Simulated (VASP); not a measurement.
Slab: Te2Mo, a slab with vacuum.

```xyz
9
Lattice="3.4975 0.0000 0.0000 -1.7488 3.0290 0.0000 0.0000 0.0000 35.5788" Properties=species:S:1:pos:R:3 pbc="T T T"
Te    0.0000    2.0193    9.1236
Te    0.0000    2.0193   12.7616
Te    1.7488    1.0097   15.9717
Te    1.7488    1.0097   19.6071
Te    0.0000    2.0193   22.8171
Te    0.0000    2.0193   26.4552
Mo    1.7488    1.0097   10.9415
Mo    0.0000    2.0193   17.7894
Mo    1.7488    1.0097   24.6373
```

Program: VASP 6.6.1. Alike in all runs: task band structure; potentials or basis VASP PAW PBE potentials, release 64 (Te, Mo_sv); cell as given; k mesh 12 × 12 × 1; cutoff (eV) 520; smearing gaussian 0.03 eV. Hardware: 4 MPI ranks on Intel(R) Xeon(R) 6975P-C (Granite Rapids), on a shared host.

Task: Order these runs on this cell by their wall time, lowest first.
A. level PBE+D3(BJ); spin off
B. level PBE+D3(BJ); spin SOC, no magnetisation
C. level r2SCAN; spin off

Result: A (380 s), C (1100 s), B (2400 s).
